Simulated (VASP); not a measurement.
Level of theory: LDA (Ceperley-Alder, Perdew-Zunger), VASP's LDA PAW potentials (set 64) (plane waves; VASP).

Input for VASP

### POSCAR
```
TiSb
1
    4.6707090000     0.0000000000     0.0000000000
    0.0000000000     4.6707090000     0.0000000000
    0.0000000000     0.0000000000    16.7873680000
Ti Sb
2 2
Direct
  0.5000000000   0.0000000000   0.5830200000
  0.0000000000   0.5000000000   0.4169800000
  0.0000000000   0.0000000000   0.5000000000
  0.5000000000   0.5000000000   0.5000000000
```

**INCAR**
```
# general
SYSTEM  = TiSb
PREC    = Accurate
ENCUT   = 300
LREAL   = F
LASPH   = T   # aspherical one-centre terms

# electronic loop
EDIFF   = 1E-6
NELM    = 100
ALGO    = Normal   # blocked Davidson
LMAXMIX = 4

# smearing
ISMEAR  = -1   # Fermi-Dirac
SIGMA   = 0.136   # width (eV)

# ions
ISIF    = 2   # forces and stress, cell fixed

# output
LWAVE   = F
LCHARG  = F
```

KPOINTS:
```
Automatic mesh
0
Gamma
3 3 1
0 0 0
```

POTCAR, in this order: Ti_sv Sb (LDA.64 set). Program: vasp_std.

What VASP printed:

**OSZICAR**
```
       N       E                     dE             d eps       ncg     rms          rms(c)
DAV:   1     0.226052123804E+03    0.22605E+03   -0.12892E+04   158   0.870E+02
DAV:   2     0.725227370974E+01   -0.21880E+03   -0.21527E+03   157   0.302E+02
DAV:   3    -0.230981863346E+02   -0.30350E+02   -0.29993E+02   236   0.917E+01
DAV:   4    -0.269681122977E+02   -0.38699E+01   -0.38281E+01   188   0.274E+01
DAV:   5    -0.273307920033E+02   -0.36268E+00   -0.36115E+00   191   0.721E+00    0.123E+01
DAV:   6    -0.245918040277E+02    0.27390E+01   -0.65714E+01   170   0.471E+01    0.107E+01
DAV:   7    -0.227985481410E+02    0.17933E+01   -0.20626E+01   178   0.290E+01    0.392E+00
DAV:   8    -0.226170701778E+02    0.18148E+00   -0.27413E+00   188   0.714E+00    0.116E+00
DAV:   9    -0.226013543216E+02    0.15716E-01   -0.47584E-01   170   0.350E+00    0.612E-01
DAV:  10    -0.226038168945E+02   -0.24626E-02   -0.67806E-02   191   0.119E+00    0.217E-01
DAV:  11    -0.226043314381E+02   -0.51454E-03   -0.28406E-02   175   0.508E-01    0.912E-02
DAV:  12    -0.226060778653E+02   -0.17464E-02   -0.13419E-02   167   0.188E-01    0.454E-02
DAV:  13    -0.226071273060E+02   -0.10494E-02   -0.63773E-03   162   0.163E-01    0.360E-02
DAV:  14    -0.226075469755E+02   -0.41967E-03   -0.41297E-03   167   0.101E-01    0.193E-02
DAV:  15    -0.226079321637E+02   -0.38519E-03   -0.23938E-03   141   0.664E-02    0.122E-02
DAV:  16    -0.226082704146E+02   -0.33825E-03   -0.21248E-03   159   0.395E-02    0.650E-03
DAV:  17    -0.226086580269E+02   -0.38761E-03   -0.16345E-03   122   0.275E-02    0.675E-03
DAV:  18    -0.226088534290E+02   -0.19540E-03   -0.14282E-03   114   0.184E-02    0.371E-03
DAV:  19    -0.226090272075E+02   -0.17378E-03   -0.11881E-03   146   0.167E-02    0.141E-03
DAV:  20    -0.226091409327E+02   -0.11373E-03   -0.98206E-04   122   0.109E-02    0.148E-03
DAV:  21    -0.226092335197E+02   -0.92587E-04   -0.90018E-04   103   0.881E-03    0.130E-03
DAV:  22    -0.226093151846E+02   -0.81665E-04   -0.81356E-04    93   0.612E-03    0.229E-03
DAV:  23    -0.226093949998E+02   -0.79815E-04   -0.79426E-04    93   0.600E-03    0.341E-03
DAV:  24    -0.226094592139E+02   -0.64214E-04   -0.63589E-04    98   0.598E-03    0.365E-03
DAV:  25    -0.226095116998E+02   -0.52486E-04   -0.52563E-04    93   0.439E-03    0.442E-03
DAV:  26    -0.226095562470E+02   -0.44547E-04   -0.44427E-04    98   0.581E-03    0.526E-03
DAV:  27    -0.226095931946E+02   -0.36948E-04   -0.37225E-04   103   0.616E-03    0.686E-03
DAV:  28    -0.226096239088E+02   -0.30714E-04   -0.31024E-04    93   0.496E-03    0.713E-03
DAV:  29    -0.226096503097E+02   -0.26401E-04   -0.26631E-04    93   0.299E-03    0.741E-03
DAV:  30    -0.226096765851E+02   -0.26275E-04   -0.26344E-04    93   0.358E-03    0.794E-03
DAV:  31    -0.226096966992E+02   -0.20114E-04   -0.20439E-04    93   0.317E-03    0.829E-03
DAV:  32    -0.226097137813E+02   -0.17082E-04   -0.17227E-04    93   0.297E-03    0.871E-03
DAV:  33    -0.226097276326E+02   -0.13851E-04   -0.14058E-04    88   0.234E-03    0.889E-03
DAV:  34    -0.226097421890E+02   -0.14556E-04   -0.14585E-04    93   0.210E-03    0.906E-03
DAV:  35    -0.226097567335E+02   -0.14545E-04   -0.14709E-04    83   0.216E-03    0.926E-03
DAV:  36    -0.226097663696E+02   -0.96361E-05   -0.93831E-05    93   0.321E-03    0.915E-03
DAV:  37    -0.226097741402E+02   -0.77705E-05   -0.79278E-05    93   0.188E-03    0.928E-03
DAV:  38    -0.226097815046E+02   -0.73645E-05   -0.72960E-05    93   0.170E-03    0.943E-03
DAV:  39    -0.226097859800E+02   -0.44754E-05   -0.45796E-05    93   0.158E-03    0.928E-03
DAV:  40    -0.226097892460E+02   -0.32660E-05   -0.32859E-05    93   0.112E-03    0.936E-03
DAV:  41    -0.226097931521E+02   -0.39062E-05   -0.38483E-05    93   0.121E-03    0.928E-03
DAV:  42    -0.226097964193E+02   -0.32671E-05   -0.30547E-05    88   0.177E-03    0.940E-03
DAV:  43    -0.226097991959E+02   -0.27767E-05   -0.27085E-05    93   0.116E-03    0.946E-03
DAV:  44    -0.226098012369E+02   -0.20410E-05   -0.18340E-05    88   0.155E-03    0.972E-03
DAV:  45    -0.226098029293E+02   -0.16924E-05   -0.15070E-05    93   0.105E-03    0.973E-03
DAV:  46    -0.226098039946E+02   -0.10654E-05   -0.10721E-05    88   0.124E-03    0.987E-03
DAV:  47    -0.226098046501E+02   -0.65550E-06   -0.83699E-06    93   0.118E-03
   1 F= -.22609805E+02 E0= -.22291145E+02  d E =-.637319E+00
```

**OUTCAR**
```
------------------------ aborting loop because EDIFF is reached ----------------------------------------
  FORCE on cell =-STRESS in cart. coord.  units (eV):
  Direction    XX          YY          ZZ          XY          YZ          ZX
  --------------------------------------------------------------------------------------
  Total        1.0734609      1.0734609      0.4575716      0.0000000      0.0000000     -0.0000000
  in kB        4.6962214      4.6962214      2.0018034      0.0000000      0.0000000     -0.0000000
  external PRESSURE =       3.7980821 kB  Pullay stress =       0.0000000 kB
  volume of cell :      366.23
      direct lattice vectors                 reciprocal lattice vectors
     4.670709000  0.000000000  0.000000000     0.214100258  0.000000000  0.000000000
     0.000000000  4.670709000  0.000000000     0.000000000  0.214100258  0.000000000
     0.000000000  0.000000000 16.787368000     0.000000000  0.000000000  0.059568599
 POSITION                                       TOTAL-FORCE (eV/Angst)
 -----------------------------------------------------------------------------------
      2.33535      0.00000      9.78737         0.000000      0.000000      0.222742
      0.00000      2.33535      7.00000         0.000000      0.000000     -0.222742
      0.00000      0.00000      8.39368         0.000000     -0.000000      0.000000
      2.33535      2.33535      8.39368         0.000000      0.000000      0.000000
 -----------------------------------------------------------------------------------
    total drift:                                0.000000     -0.000000      0.000000
  FREE ENERGIE OF THE ION-ELECTRON SYSTEM (eV)
  ---------------------------------------------------
  free  energy   TOTEN  =       -22.6098046501 eV

  energy  without entropy=      -21.9724854323  energy(sigma->0) =      -22.29114504
```
(Selected blocks of OUTCAR.)

At this cut-off the stress carries a Pulay error, which pulls relaxed volumes low. The cell holds a wide vacuum, so values per volume refer to the whole cell.

The cell is a sheet with vacuum, built from a generated structure. VASP warned that the highest band is occupied, so more bands are needed.
